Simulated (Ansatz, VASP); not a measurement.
# Cross-check of Hf (Hafnium) between VASP and Ansatz

One calculation is typed for both programs; each brings its own data sets. How far apart do they land? The cell is taken from a series of runs on this material, whose earlier steps may have relaxed, scaled, displaced or heated it; both programs get it as it stands.

Main program and level: Ansatz 0.2.0; plane waves, with VASP 6.6.1 beside it; zone-centre phonons at PBE.

## (1) Starting point

Symmetry: P6_3/mmc, No. 194, hexagonal system. Conventional cell: a = 3.205 Å, b = 3.205 Å, c = 5.065 Å, α = 90.00°, β = 90.00°, γ = 120.00°. Nearest to Hf lie 12 Hf at 3.14 to 3.21 Å.

## (2) VASP: zone-centre phonons, PBE

Second derivatives magnify differences that forces hide, and they need a tight electronic threshold.

Lines of VASP's logs that name or quote its potential files are left out, and so is its time.

The input, INCAR:

```
SYSTEM = Hf
PREC = Accurate
ENCUT = 500
EDIFF = 1E-08
NELM = 120
ISMEAR = 1
SIGMA = 0.2
LREAL = .FALSE.
ALGO = Normal
GGA = PE
NBANDS = 16
LASPH = .TRUE.
LORBIT = 11
LWAVE = .FALSE.
LCHARG = .FALSE.
ISIF = 2
IBRION = 8
GGA_COMPAT = .FALSE.
KPAR = 2
```

The input, POSCAR:

```
Hf
1.0
    3.2053448958      0.0000000000      0.0000000000
   -1.6026724479      2.7759101077      0.0000000000
    0.0000000000      0.0000000000      5.0652982434
Hf
2
Direct
    0.3333333334      0.6666666668      0.2500000000
    0.6666666668      0.3333333334      0.7500000000
```

The input, KPOINTS:

```
Automatic mesh
0
Gamma
18 18 10
0 0 0
```

The projector-augmented-wave data sets are Hf_pv (PBE family, release 64).

Started as:

```sh
> mpirun -np 2 vasp_std
```

Numbers of over 12 decimals in the logs are rounded to 6 here.

The log of the run:

```text
[banner, memory and clock lines left out]
running    2 mpi-ranks, on    1 nodes
 distrk:  each k-point on    1 cores,    2 groups
 distr:  one band on    1 cores,    1 groups

 POSCAR found type information on POSCAR Hf
 POSCAR found :  1 types and       2 ions
 LDA part: xc-table for (Slater+PW92), standard interpolation
 POSCAR, INCAR and KPOINTS ok, starting setup
 FFT: planning ... GRIDC
 FFT: planning ... GRID_SOFT
 FFT: planning ... GRID
 WAVECAR not read
 entering main loop
       N       E                     dE             d eps       ncg     rms          rms(c)
DAV:   1     0.468956603209E+02    0.46896E+02   -0.11317E+04  7152   0.115E+03
DAV:   2    -0.189667140753E+02   -0.65862E+02   -0.64422E+02  9392   0.248E+02
DAV:   3    -0.205624675225E+02   -0.15958E+01   -0.15886E+01  9416   0.266E+01
DAV:   4    -0.205748568373E+02   -0.12389E-01   -0.12385E-01  8928   0.289E+00
DAV:   5    -0.205750262726E+02   -0.16944E-03   -0.16942E-03  9424   0.275E-01    0.649E+01
DAV:   6    -0.200436756661E+02    0.53135E+00   -0.50735E-01  8496   0.483E+00    0.384E+01
DAV:   7    -0.198596056637E+02    0.18407E+00   -0.85853E-01  8736   0.602E+00    0.186E+00
DAV:   8    -0.198490503734E+02    0.10555E-01   -0.55696E-02  8208   0.161E+00    0.324E-01
DAV:   9    -0.198491555752E+02   -0.10520E-03   -0.11421E-03  9816   0.252E-01    0.195E-01
DAV:  10    -0.198491412930E+02    0.14282E-04   -0.61771E-05  8440   0.552E-02    0.239E-01
DAV:  11    -0.198491446922E+02   -0.33992E-05   -0.68089E-06  9400   0.200E-02    0.983E-03
DAV:  12    -0.198491447366E+02   -0.44438E-07   -0.45271E-07  9016   0.455E-03    0.370E-03
DAV:  13    -0.198491446875E+02    0.49095E-07   -0.10943E-08  7032   0.902E-04    0.215E-03
DAV:  14    -0.198491446331E+02    0.54380E-07   -0.12323E-09  5344   0.309E-04    0.266E-04
DAV:  15    -0.198491446318E+02    0.12958E-08   -0.20942E-10  5080   0.116E-04
   1 F= -.19849145E+02 E0= -.19850569E+02  d E =0.427439E-02
 Linear response reoptimize wavefunctions to high precision
DAV:   1    -0.198491446297E+02    0.21325E-08   -0.53190E-11  5096   0.595E-05
DAV:   2    -0.198491446297E+02   -0.13642E-10   -0.11438E-11  4688   0.265E-05
 Linear response DOF=           2
 Linear response progress:
  Degree of freedom:   1/  2
       N       E                     dE             d eps       ncg     rms          rms(c)
RMM:   1    -0.203638487620E+00   -0.20364E+00    0.45561E+00 32332   0.121E+01
RMM:   2    -0.209845095805E+00   -0.62066E-02   -0.38224E-02 48346   0.123E+00    0.563E-01
RMM:   3    -0.208972407060E+00    0.87269E-03   -0.45360E-03 60453   0.270E-01    0.122E-01
RMM:   4    -0.208586499925E+00    0.38591E-03   -0.52217E-04 72026   0.936E-02    0.184E-01
RMM:   5    -0.208120765951E+00    0.46573E-03   -0.46206E-05 65454   0.449E-02    0.182E-02
RMM:   6    -0.208025380219E+00    0.95386E-04   -0.13517E-05 74428   0.163E-02    0.336E-02
RMM:   7    -0.208027396253E+00   -0.20160E-05   -0.19827E-05 67182   0.557E-03    0.214E-02
RMM:   8    -0.208021616025E+00    0.57802E-05    0.96397E-07 69850   0.187E-03    0.118E-02
RMM:   9    -0.208020741621E+00    0.87440E-06   -0.18318E-06 70714   0.878E-04    0.312E-03
RMM:  10    -0.208021050865E+00   -0.30924E-06   -0.20247E-06 70716   0.386E-04    0.101E-03
RMM:  11    -0.208021513249E+00   -0.46238E-06   -0.12001E-06 72116   0.200E-04    0.916E-04
RMM:  12    -0.208021592093E+00   -0.78844E-07   -0.65009E-07 69841   0.113E-04    0.443E-05
RMM:  13    -0.208021639351E+00   -0.47259E-07   -0.27881E-07 73952   0.800E-05    0.107E-04
RMM:  14    -0.208021657619E+00   -0.18268E-07   -0.13292E-07 68361   0.648E-05    0.853E-06
RMM:  15    -0.208021672426E+00   -0.14807E-07   -0.79410E-08 64971   0.585E-05    0.141E-05
RMM:  16    -0.208021677459E+00   -0.50331E-08   -0.44023E-08 53572   0.546E-05    0.131E-05
 first order change of Fermi-energy  -0.34269E-04
 force on displaced ion       1 direction 1 :  -2.228  -0.000   0.000
 Linear response progress:
  Degree of freedom:   2/  2
       N       E                     dE             d eps       ncg     rms          rms(c)
RMM:   1    -0.243884225529E+00   -0.24388E+00    0.47994E+00 10992   0.124E+01
RMM:   2    -0.254643182540E+00   -0.10759E-01   -0.44137E-02 16448   0.127E+00    0.705E-01
RMM:   3    -0.253855633408E+00    0.78755E-03   -0.39080E-03 19339   0.285E-01    0.194E-01
RMM:   4    -0.253595432341E+00    0.26020E-03   -0.51059E-04 23166   0.103E-01    0.203E-01
RMM:   5    -0.253292446377E+00    0.30299E-03   -0.33023E-06 22215   0.444E-02    0.519E-02
RMM:   6    -0.253152018135E+00    0.14043E-03   -0.38890E-07 19673   0.241E-02    0.550E-02
RMM:   7    -0.253176085984E+00   -0.24068E-04   -0.20695E-05 21836   0.692E-03    0.251E-02
RMM:   8    -0.253181011045E+00   -0.49251E-05    0.56307E-06 23213   0.319E-03    0.790E-03
RMM:   9    -0.253168289913E+00    0.12721E-04    0.44307E-06 21253   0.231E-03    0.336E-03
RMM:  10    -0.253167528016E+00    0.76190E-06    0.44077E-06 23343   0.662E-04    0.101E-03
RMM:  11    -0.253167751225E+00   -0.22321E-06    0.16517E-06 23679   0.298E-04    0.132E-04
RMM:  12    -0.253167788521E+00   -0.37296E-07    0.77812E-07 23878   0.133E-04    0.134E-04
RMM:  13    -0.253167880742E+00   -0.92221E-07   -0.24218E-07 23115   0.855E-05    0.201E-05
RMM:  14    -0.253167895258E+00   -0.14515E-07   -0.11276E-07 24100   0.648E-05    0.357E-05
[...]
RMM:  19    -0.253167938813E+00   -0.45034E-08   -0.52969E-07 13405   0.477E-05    0.333E-07
RMM:  20    -0.253167936462E+00    0.23504E-08   -0.49102E-07 12481   0.475E-05    0.173E-07
RMM:  21    -0.253167939505E+00   -0.30426E-08   -0.53400E-07 11732   0.473E-05    0.403E-07
RMM:  22    -0.253167939655E+00   -0.15039E-09   -0.52318E-07 11174   0.472E-05    0.186E-07
RMM:  23    -0.253167936684E+00    0.29709E-08   -0.50458E-07 10679   0.471E-05    0.349E-07
RMM:  24    -0.253167940067E+00   -0.33829E-08   -0.53369E-07 10312   0.471E-05    0.143E-07
RMM:  25    -0.253167939084E+00    0.98278E-09   -0.53298E-07  9937   0.471E-05    0.390E-07
RMM:  26    -0.253167937519E+00    0.15657E-08   -0.50564E-07  9630   0.470E-05    0.934E-08
 first order change of Fermi-energy  -0.17934E-03
 force on displaced ion       1 direction 3 :   0.000  -0.000  -2.833
 Linear response finished
```

OUTCAR, selected parts (step 2):

```text
ion  position               nearest neighbor table
   1  0.333  0.667  0.250-   2 3.14   2 3.14   2 3.14   2 3.14   2 3.14   2 3.14
   2  0.667  0.333  0.750-   1 3.14   1 3.14   1 3.14   1 3.14   1 3.14   1 3.14

  LATTYP: Found a hexagonal cell.
 ALAT       =     3.2053448958
 C/A-ratio  =     1.5802662141

 Subroutine GETGRP returns: Found 24 space group operations
 (whereof 12 operations were pure point group operations)

The static configuration has the point symmetry D_3d.
 The point group associated with its full space group is D_6h.

 Found    222 irreducible k-points:

   k-points           NKPTS =    222   k-points in BZ     NKDIM =    222   number of bands    NBANDS=     16

   dimension x,y,z NGX =    24 NGY =   24 NGZ =   40
   dimension x,y,z NGXF=    48 NGYF=   48 NGZF=   80

   ENCUT  =  500.0 eV  36.75 Ry    6.06 a.u.   5.84  5.84  9.24*2*pi/ulx,y,z

   NELECT =      20.0000    total number of electrons

 k-points in reciprocal lattice and weights: Automatic mesh
   0.00000000  0.00000000  0.00000000       0.000
   0.05555556 -0.00000000  0.00000000       0.002
   0.11111111 -0.00000000  0.00000000       0.002
   0.16666667  0.00000000  0.00000000       0.002
   0.22222222  0.00000000  0.00000000       0.002
   0.27777778  0.00000000  0.00000000       0.002
   0.33333333 -0.00000000  0.00000000       0.002
   0.38888889 -0.00000000  0.00000000       0.002
   0.44444444  0.00000000  0.00000000       0.002
[...]
0.33333333  0.27777778  0.50000000       0.004
   0.33333333  0.33333333  0.50000000       0.001

 average (electrostatic) potential at core
       1 -37.4658       2 -37.4658

  Total       -0.1166899     -0.1166899     -0.1452510      0.0000000      0.0000000     -0.0000000
  in kB       -4.1481903     -4.1481903     -5.1635045      0.0000000      0.0000000     -0.0000000
  external PRESSURE =      -4.4866284 kB  Pullay stress =       0.0000000 kB

  energy-cutoff  :      500.00
  volume of cell :       45.07
      direct lattice vectors                 reciprocal lattice vectors
     3.205344896  0.000000000  0.000000000     0.311978908  0.180121106  0.000000000
    -1.602672448  2.775910108  0.000000000     0.000000000  0.360242213  0.000000000
     0.000000000  0.000000000  5.065298243     0.000000000  0.000000000  0.197421741

 POSITION                                       TOTAL-FORCE (eV/Angst)
 -----------------------------------------------------------------------------------
      0.00000      1.85061      1.26632        -0.000000     -0.000000      0.000000
      1.60267      0.92530      3.79897         0.000000      0.000000      0.000000
 -----------------------------------------------------------------------------------
    total drift:                               -0.000000     -0.000000      0.000000

 Eigenvectors and eigenvalues of the dynamical matrix
 ----------------------------------------------------

   1 f  =    2.785144 THz    17.499578 2PiTHz   92.902413 cm-1    11.518426 meV
             X         Y         Z           dx          dy          dz
      0.000000  1.850607  1.266325     0.000000    0.000000   -0.707107
      1.602672  0.925303  3.798974     0.000000    0.000000    0.707107

   2 f  =    2.470261 THz    15.521105 2PiTHz   82.399026 cm-1    10.216173 meV
             X         Y         Z           dx          dy          dz
      0.000000  1.850607  1.266325     0.000000   -0.707107    0.000000
      1.602672  0.925303  3.798974     0.000000    0.707107    0.000000

   3 f  =    2.470261 THz    15.521105 2PiTHz   82.399026 cm-1    10.216173 meV
             X         Y         Z           dx          dy          dz
      0.000000  1.850607  1.266325    -0.707107    0.000000    0.000000
      1.602672  0.925303  3.798974     0.707107    0.000000    0.000000

   4 f  =    0.000000 THz     0.000000 2PiTHz    0.000000 cm-1     0.000000 meV
             X         Y         Z           dx          dy          dz
      0.000000  1.850607  1.266325     0.707107    0.000000    0.000000
      1.602672  0.925303  3.798974     0.707107    0.000000    0.000000

   5 f  =    0.000000 THz     0.000000 2PiTHz    0.000000 cm-1     0.000000 meV
             X         Y         Z           dx          dy          dz
      0.000000  1.850607  1.266325     0.000000    0.707107    0.000000
      1.602672  0.925303  3.798974     0.000000    0.707107    0.000000

   6 f  =    0.000000 THz     0.000000 2PiTHz    0.000000 cm-1     0.000000 meV
             X         Y         Z           dx          dy          dz
      0.000000  1.850607  1.266325     0.000000    0.000000    0.707107
      1.602672  0.925303  3.798974     0.000000    0.000000    0.707107

 ELASTIC MODULI CONTR FROM IONIC RELAXATION (kBar)
 Direction    XX          YY          ZZ          XY          YZ          ZX
 --------------------------------------------------------------------------------
 XX        -136.5245    136.5245      0.0000      0.0000      0.0000      0.0000
 YY         136.5245   -136.5245     -0.0000     -0.0000      0.0000      0.0000
 ZZ           0.0000     -0.0000     -0.0000     -0.0000      0.0000      0.0000
 XY           0.0000     -0.0000     -0.0000   -136.5245      0.0000      0.0000
 YZ           0.0000      0.0000      0.0000      0.0000      0.0000      0.0000
 ZX           0.0000      0.0000      0.0000      0.0000      0.0000      0.0000
 --------------------------------------------------------------------------------
```

Harder data sets than Hf_pv exist (the GW ones), and pressures, volumes and forces can shift noticeably with them.

## (3) Ansatz: zone-centre phonons, PBE

Ansatz runs on its default PAW (the set named soft_2) files.

The same cell, functional, mesh and smearing now go to Ansatz, which takes its cutoff from its data sets.

The input, input.yaml:

```yaml
crystal:
  lattice:
    - [3.2053448958, 0.0, 0.0]
    - [-1.6026724479, 2.7759101077, 0.0]
    - [0.0, 0.0, 5.0652982434]
  atoms:
    - { symbol: Hf, position: [0.3333333333, 0.6666666667, 0.25] }
    - { symbol: Hf, position: [0.6666666667, 0.3333333333, 0.75] }
kpoints:
  mp_grid: { grid: [18, 18, 10] }
hamiltonian:
  xc: pbe
scf:
  occupations: { method: methfessel_paxton, width: 0.2 }
output:
  eigenvalues: true
phonons:
  method: dfpt
```

Started as:

```sh
> ansatz run input.yaml --threads 8 --pin off --max-ram 14336MiB --backend cpu --events-out ev --progress --plain --runs-dir out
```

The log of the run:

```text
zone centre: on kpoints.mp_grid the ground state, and the responses unless they are solved on pairs of k-points, stand on 546 of the mesh's 3240 k-points, reduced under 4 symmetry operations, with k and −k counted as one. Each operation leaves every solved displacement unchanged or reverses it
Engine: ansatz 0.2.0, x86_64-unknown-linux-gnu
Pseudopotentials: kind: paw
Pseudopotential: Hf, paw, valence charge 26, recommended cutoff 420 eV (normal), Hf.paw.azcp
Functional definition: PBE
  parameter kappa = 0.804
  parameter beta = 0.066725
  exchange = pbe_x(kappa = kappa, mu = beta*pi^2/3)
  correlation = pbe_c(beta = beta)
Crystal: 2 atoms, lattice volume = 45.070 Å³
Basis set: ecut = 420 eV, 881 PW (Γ), exchange–correlation on 48×48×72 points (8 copies of the dense FFT grid, shifted against one another)
Bands: 32, of which v1, the nominal top of the filled ones, is band 26 counted from 1 (25 counted from 0)
Symmetry: 24 space group operations
k-points: 546 of 3240 (irreducible under 4 space group operations, time reversal used)
Non-local potential: Hf, projectors of the file, l = 0: 3, l = 1: 2, l = 2: 2, l = 3: 3
PAW form: soft (Blöchl's): semilocal exchange-correlation on the pseudo side does not see the compensation charge
PAW one-centre angular grid: Hf, 590 points (default); XC on 64 Gauss nodes
Initial density: superposition of atomic densities (neutral atoms: chi_scale 0, normalization atom), corrected by the library's trained network
Initial wavefunctions: pseudopotential atomic-orbital guess
Functional: x = pbe(κ = 0.804, μ = 0.219515), c = pbe(β = 0.066725)
SCF iter   1: F=—  HF=-31442.723318 eV  |F-HF|=—  |Δ(HF+E_count)|=         —  Δρ=3.19e-3  dr2=2.49e-3  ethr=1.77e-3  ⟨swp⟩=4.1  Hψ=56319  notcnv=0
preconditioner: auto → Kerker (q_TF=auto, 2.794 Å⁻¹)  [metal: Δε(μ)=0.007 eV  Ē_g=17.560 eV  σ=0.200 eV  W_gap=0.03  n_scr=22 (ndim 8)  ℏωp=38.3 eV  f_vac=0.000  D(μ)=1.41/eV (n_scr^D=8)]
SCF iter   2: F=—  HF=-31442.723592 eV  |F-HF|=—  |Δ(HF+E_count)|=   2.74e-4  S|Δr|=    0.00e0  Δρ=2.01e-3  dr2=1.09e-3  ethr=4.78e-6  ⟨swp⟩=2.1  Hψ=26072  notcnv=0
SCF iter   3: F=—  HF=-31442.723763 eV  |F-HF|=—  |Δ(HF+E_count)|=   1.71e-4  S|Δr|=    0.00e0  Δρ=3.22e-4  dr2=4.25e-5  ethr=2.10e-6  ⟨swp⟩=3.0  Hψ=31250  notcnv=0
SCF iter   4: F=—  HF=-31442.723738 eV  |F-HF|=—  |Δ(HF+E_count)|=   2.51e-5  S|Δr|=    0.00e0  Δρ=1.75e-4  dr2=8.19e-6  ethr=8.17e-8  ⟨swp⟩=2.0  Hψ=31561  notcnv=0
SCF iter   5: F=—  HF=-31442.723739 eV  |F-HF|=—  |Δ(HF+E_count)|=   8.20e-7  S|Δr|=    0.00e0  Δρ=5.67e-5  dr2=8.43e-7  ethr=1.58e-8  ⟨swp⟩=2.0  Hψ=27097  notcnv=0
SCF iter   6: F=—  HF=-31442.723739 eV  |F-HF|=—  |Δ(HF+E_count)|=   4.85e-8  S|Δr|=    0.00e0  Δρ=1.37e-5  dr2=5.40e-8  ethr=1.62e-9  ⟨swp⟩=2.0  Hψ=31585  notcnv=0
SCF iter   7: F=—  HF=-31442.723739 eV  |F-HF|=—  |Δ(HF+E_count)|=   1.99e-8  S|Δr|=    0.00e0  Δρ=3.07e-6  dr2=4.69e-9  ethr=1.04e-10  ⟨swp⟩=2.0  Hψ=31547  notcnv=0
SCF iter   8: F=—  HF=-31442.723739 eV  |F-HF|=—  |Δ(HF+E_count)|=   1.27e-9  S|Δr|=    0.00e0  Δρ=7.41e-7  dr2=2.77e-10  ethr=9.01e-12  ⟨swp⟩=2.0  Hψ=31556  notcnv=0
SCF iter   9: F=—  HF=-31442.723739 eV  |F-HF|=—  |Δ(HF+E_count)|=  8.37e-11  S|Δr|=    0.00e0  Δρ=1.74e-7  dr2=1.07e-11  ethr=1.00e-12  ⟨swp⟩=2.0  Hψ=27650  notcnv=0
SCF iter  10: F=-31442.723739 eV  HF=-31442.723739 eV  |F-HF|=1.46e-11  |Δ(HF+E_count)|=  1.09e-11  S|Δr|=    0.00e0  Δρ=5.41e-8  dr2=9.61e-13  ethr=1.00e-12  ⟨swp⟩=6.9  Hψ=85110  notcnv=0
SCF 1 converged in 10 iterations: F = -31442.723739 eV  dr2 = 9.61e-13
  greatest PAW one-centre occupation: 0.998 electrons in one spin orbital (limit 2), on the Hf atom at site 1 (counted from 0), in its partial waves of l = 0
DFPT response loops at Γ: preconditioner auto → Kerker (q_TF=auto, 2.794 Å⁻¹) (partly filled bands, converged f_vac=0.000); β = 1.00, the filter's whole step (`scf.mixing.beta` (0.50) is not read by the response loops under this deck's `scf.mixing.preconditioner`; to damp them name `kerker` or `kerker_dos`, under which they read `scf.mixing.beta`, and type it under 1.00, their step now; both keys bind the ground state too); Broyden in place of MSR1
SCF converged after 10 iterations
Stability not checked: this state was not tested for a lower state beside it, because cold or Methfessel-Paxton smearing, or corrected tetrahedra, fill the levels in a way that the test cannot read (fill_not_monotonic; see scf.lower_state_search)
Free energy (F): -31442.723739 eV
Harris-Foulkes:  -31442.723739 eV  (|F-HF|=1.46e-11)
Internal energy: -31442.728009 eV  (E = F + TS)
E sigma→0 (E₀):  -31442.724806 eV
Entropy (-TS):   0.004271 eV (2.135 meV/atom)
Fermi energy:    19.762935 eV
--- Per-component energies (eV) ---
  E_band       = 63.387666
  E_kinetic    = 847.885458
  E_local      = -10181.409057  (includes V_loc(G=0)·N_el)
  E_nonlocal   = -2488.743622
  E_hartree    = 4786.950160
  E_xc         = -600.130825
  E_vxc        = -532.254892  (∫ρ·V_xc dr)
  E_paw        = -13855.527117  (= ΣΔE_a)
  E_vpaw       = 2844.009397  (= ΣTr[D̂ρ^β])
  E_aug_tail   = -0.000002  (compensation charges beyond the density's cutoff)
  E_ewald      = -9951.753004
  E_smearing   = 0.004271  (= −TS)
  E_closure    = -0.000000  (closes the sum)
  Σ components = -31442.723739   (vs F -31442.723739, Δ=0.00e0)
--- Band table (eV; the first three rows and the last of 546) ---
  k-point 0: bands = [... 22 lower, 12.3943, 16.0598, 20.3662, 20.9156, 20.9156, 21.2062, 21.7331, 21.7331, ... 2 higher]
  k-point 1: bands = [... 22 lower, 12.4861, 16.0116, 20.2334, 20.8585, 20.8585, 21.1250, 21.6549, 21.6549, ... 2 higher]
  k-point 2: bands = [... 22 lower, 12.7552, 15.8411, 19.9497, 20.7543, 20.7543, 20.8979, 21.4563, 21.4563, ... 2 higher]
  k-point 545: bands = [... 22 lower, 17.0466, 17.0466, 18.9721, 18.9721, 19.6353, 19.6353, 21.9749, 21.9749, ... 2 higher]
--- Phonons (Γ-DFPT): 2 representative perturbations + reference, on 546 of 3240 k-points (Σ response iterations 6) ---
  k mesh reduced under 4 symmetry operations, with k and −k counted as one. Each operation leaves every solved displacement unchanged or reverses it
  ASR residual: 2.609e-5 → 0.000e0 eV/Å²; symmetrization residual: 1.783e-12 eV/Å²
  ASR residual per site (eV/Å²): 2.61e-5 2.61e-5
  Γ frequencies (cm⁻¹): 0.00 0.00 0.00 81.99 81.99 95.37
  non-analytic LO–TO correction: not included (Born effective charges unavailable; polar crystals: no LO–TO splitting at Γ)
```

## (4) Differences

Known differences besides the potentials themselves: the data sets hold 52 valence electrons in Ansatz (on its default PAW (the set named soft_2) files) and 20 in VASP; the cutoff is 420 eV in Ansatz and 500 eV in VASP. Total energies have different zeros and are not compared.

The two programs side by side:

```csv
quantity,Ansatz,VASP,difference
optical mode 1 to 2 (cm⁻¹),82.0,82.4,-0.50 %
optical mode 3 (cm⁻¹),95.4,92.9,+2.66 %
```

Modes are paired by rising frequency, not by their patterns, so a pair may set unlike modes beside each other; they are those without the splitting of longitudinal modes.

## (5) Summary of results

```yaml
r_m_s_difference_of_the_optical_zone_centre_modes_each_program_s_sorted_by_frequency_zone_centre_phonons_pbe: 1.5 cm⁻¹
difference_in_optical_mode_3_zone_centre_phonons_pbe: +2.7 %
```

In words: The r.m.s. difference of the optical zone-centre modes, each program's sorted by frequency is 1.5 cm⁻¹ (zone-centre phonons, PBE). The data sets hold unlike numbers of valence electrons (52 in Ansatz and 20 in VASP), so part of the differences comes from the potentials. Among the rows given in per cent, the largest difference of the zone-centre phonons, PBE pair is in optical mode 3, +2.7 %. How closely two codes agree says nothing of how well the functional describes the real material.

[Lines on the potential files, build, host, timing and source positions are cut from VASP's logs without a mark.]

[Logs are printed without paths, hosts, clocks, repeated set-up lines and the standing remarks that a program may print on its own settings, such as how far it seeks lower states.]

[Hosts, paths, dates, database ids (printed as entryN), source tags and the programs' standing remarks are cut or masked in the printed files.]
